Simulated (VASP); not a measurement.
# ScAl7N8 (P3m1) in VASP: notebook, part 2 of 2

VASP 6.6.1.

### Step 3. Relaxation of cell and atoms, PBEsol

This run uses another cell than the first one, of 10.88 Å³/atom, 0.981 times its volume.

INCAR reads:

```
PREC = Accurate ; ENCUT = 600
EDIFF = 1E-7 ; ISMEAR = 0
SIGMA = 0.03 ; LREAL = False
LASPH = True ; NELM = 80
ALGO = Normal ; ISIF = 3
LWAVE = False ; LCHARG = False
GGA = PS ; IBRION = 2
NSW = 90 ; EDIFFG = -0.005
KPAR = 8
```

KPOINTS reads:

```
regular mesh
0
Gamma
  6 6 5
```

POSCAR reads:

```
ScAl7N8                                 
1.0
    0.0000000000      0.0000000000     -5.0076820216
    3.1677646925      5.4867293846     -0.0000000000
    3.1677646925     -5.4867293846      0.0000000000
  Sc              Al              N             
     1     7     8
Direct
     0.0096978109560066    0.1666666699999979    0.3333333300000021
     0.0024393322103742    0.1677137781384635    0.8338568840692324
     0.0024393322103742    0.6661431159307676    0.3322862218615367
     0.0024393322103742    0.6661431159307628    0.8338568840692372
     0.5002446050951760    0.3365028880653802    0.6730057861307591
     0.5002446050951760    0.3365028880653851    0.1634971119346149
     0.5031566368029232    0.8333333300000021    0.6666666699999979
     0.5002446050951760    0.8269942138692409    0.1634971119346198
     0.5860254470593147    0.1666666699999979    0.3333333300000021
     0.6209270135042677    0.1652239652856707    0.8326119776428397
     0.6209270135042677    0.6673880223571603    0.3347760347143292
     0.6209270135042677    0.6673880223571624    0.8326119776428376
     0.1236905227401472    0.3439937369661101    0.6879874839322770
     0.1236905227401472    0.3439937369661732    0.1560062630338267
     0.1192156845318400    0.8333333300000021    0.6666666699999979
     0.1236905227401472    0.8120125160677230    0.1560062630338899
```

Potentials or basis: VASP PAW PBE potentials, release 64 (Sc_sv, Al, N).

The run is started by

```
$ cat potpaw_PBE.64/Sc_sv/POTCAR potpaw_PBE.64/Al/POTCAR potpaw_PBE.64/N/POTCAR > POTCAR
$ mpirun -np 8 vasp_std > vasp.out
```

OUTCAR:

```text
PREC = Accurate
   ENCUT = 600
   EDIFF = 1E-7
   ISMEAR = 0
   LREAL = False
   LASPH = True
   NELM = 80
   ISIF = 3
   GGA = PS
   IBRION = 2
   NSW = 90
   EDIFFG = -0.005

 ion  position               nearest neighbor table
   1  0.010  0.167  0.333-  14 2.03  13 2.03  16 2.03   9 2.12   6 3.08   5 3.08   8 3.08   6 3.16
                             5 3.16   8 3.16   2 3.17   3 3.17   3 3.17   2 3.17   4 3.17   4 3.17
   2  0.002  0.168  0.834-  13 1.87  14 1.87  10 1.91  15 1.93   5 3.08   6 3.08   5 3.10   6 3.10
                             7 3.10   7 3.11   4 3.16   3 3.16   1 3.17   1 3.17   4 3.18   3 3.18
   3  0.002  0.666  0.332-  16 1.87  14 1.87  11 1.91  15 1.93   8 3.08   6 3.08   8 3.10   6 3.10
[... 1488 lines left out ...]
  external PRESSURE =       0.0460060 kB  Pullay stress =       0.0000000 kB

 VOLUME and BASIS-vectors are now :
 -----------------------------------------------------------------------------
  energy-cutoff  :      600.00
  volume of cell :      174.07
      direct lattice vectors                 reciprocal lattice vectors
     0.000000000  0.000000000 -5.007334967     0.000000000 -0.000000000 -0.199707031
     3.167842849  5.486864756 -0.000000000     0.157836112  0.091126722  0.000000000
     3.167842849 -5.486864756  0.000000000     0.157836112 -0.091126722 -0.000000000

 POSITION                                       TOTAL-FORCE (eV/Angst)
 -----------------------------------------------------------------------------------
      1.58392     -0.91448     -0.04875         0.000000      0.000000     -0.002868
      3.17278     -3.65506     -0.01210         0.000670      0.000387     -0.000741
      3.16291      1.83180     -0.01210        -0.000670      0.000387     -0.000741
      4.75176     -0.92017     -0.01210         0.000000     -0.000774     -0.000741
      3.19794     -1.84633     -2.50473        -0.000086      0.000050     -0.002244
      1.58392      0.94923     -2.50473         0.000000     -0.000099     -0.002244
[... 8 lines left out ...]
      4.75176      0.91448     -0.59698         0.000000      0.000000      0.001270
      3.06656      3.59943     -0.61942        -0.001085     -0.000627      0.002220
 -----------------------------------------------------------------------------------
    total drift:                                0.000018      0.000081      0.001749

  FREE ENERGIE OF THE ION-ELECTRON SYSTEM (eV)
  ---------------------------------------------------
  free  energy   TOTEN  =      -127.7147820845 eV

  energy  without entropy=     -127.7147820845  energy(sigma->0) =     -127.71478208

 reached required accuracy - stopping structural energy minimisation
```

OSZICAR:

```text
N       E                     dE             d eps       ncg     rms          rms(c)
DAV:   1     0.752569770163E+03    0.75257E+03   -0.35136E+04  8280   0.168E+03
DAV:   2    -0.365745681918E+02   -0.78914E+03   -0.76909E+03 10104   0.449E+02
DAV:   3    -0.142993528542E+03   -0.10642E+03   -0.10415E+03 11798   0.155E+02
[... 15 lines left out ...]
       N       E                     dE             d eps       ncg     rms          rms(c)
DAV:   1    -0.127714781724E+03   -0.19322E-05   -0.79208E-04  9746   0.219E-01    0.100E-02
DAV:   2    -0.127714783118E+03   -0.13946E-05   -0.38297E-05 10651   0.399E-02    0.626E-03
DAV:   3    -0.127714782161E+03    0.95768E-06   -0.19687E-06 11673   0.922E-03    0.231E-03
DAV:   4    -0.127714782084E+03    0.76065E-07   -0.61660E-07  9817   0.442E-03
   2 F= -.12771478E+03 E0= -.12771478E+03  d E =-.227902E-05
```

CONTCAR:

```text
ScAl7N8
   1.00000000000000
     0.0000000000000000    0.0000000000000000   -5.0073349671369449
     3.1678428489763171    5.4868647555872387   -0.0000000000000000
     3.1678428489763171   -5.4868647555872387    0.0000000000000000
  Sc              Al              N
     1     7     8
Direct
     0.0097366353591014    0.1666666699999979    0.3333333300000021
     0.0024164760020004    0.1677047187140384    0.8338523543570223
     0.0024164760020004    0.6661476456429777    0.3322952812859616
     0.0024164760020004    0.6661476456429777    0.8338523543570223
     0.5002129101890557    0.3365000493831780    0.6730001087663497
     0.5002129101890557    0.3365000493831780    0.1634999506168220
[... 8 lines left out ...]
     0.1192202735814554    0.8333333300000021    0.6666666699999979
     0.1237033328765968    0.8120176216187009    0.1560088158093757

  0.00000000E+00  0.00000000E+00  0.00000000E+00
  0.00000000E+00  0.00000000E+00  0.00000000E+00
  0.00000000E+00  0.00000000E+00  0.00000000E+00
  0.00000000E+00  0.00000000E+00  0.00000000E+00
  0.00000000E+00  0.00000000E+00  0.00000000E+00
  0.00000000E+00  0.00000000E+00  0.00000000E+00
[... 8 lines left out ...]
  0.00000000E+00  0.00000000E+00  0.00000000E+00
  0.00000000E+00  0.00000000E+00  0.00000000E+00
```

It took 2.5 min on 8 MPI ranks of Intel Xeon 6975P-C (Granite Rapids), shared host; peak memory 0.87 GiB.

Results:

```yaml
Free_energy: -127.7148 eV
Energy_gained_by_relaxing: 0.0 meV/atom
Ionic_steps: 2
Pressure_after_relaxing: 0.0 GPa
Band_gap_on_the_k_mesh: 3.95 eV, direct
```

Forces on the atoms (eV/Å):
```
Sc   0.000  0.000 -0.003
Al   0.001  0.000 -0.001
Al  -0.001  0.000 -0.001
Al   0.000 -0.001 -0.001
Al   0.000  0.000 -0.002
Al   0.000  0.000 -0.002
Al   0.000  0.000 -0.002
Al   0.000  0.000 -0.002
N    0.000  0.000 -0.001
N    0.000  0.000  0.002
N    0.000  0.000  0.002
N    0.000  0.000  0.002
N    0.001 -0.001  0.002
N    0.000  0.001  0.002
N    0.000  0.000  0.001
N   -0.001 -0.001  0.002
```

Final structure:
```
Sc Al N
1.0
     0.00000    0.00000   -5.00733
     3.16784    5.48686    0.00000
     3.16784   -5.48686    0.00000
Sc Al N
1 7 8
Direct
  0.00974 0.16667 0.33333
  0.00242 0.16770 0.83385
  0.00242 0.66615 0.33230
  0.00242 0.66615 0.83385
  0.50021 0.33650 0.67300
  0.50021 0.33650 0.16350
  0.50314 0.83333 0.66667
  0.50021 0.82700 0.16350
  0.58608 0.16667 0.33333
  0.62094 0.16523 0.83262
  0.62094 0.66738 0.33477
  0.62094 0.66738 0.83262
  0.12370 0.34399 0.68798
  0.12370 0.34399 0.15601
  0.11922 0.83333 0.66667
  0.12370 0.81202 0.15601
```

Caveat: the PAW data sets were made with another functional, which shifts forces and pressure a little; an odd mesh through Γ misses points on the zone boundary, where band edges often lie.
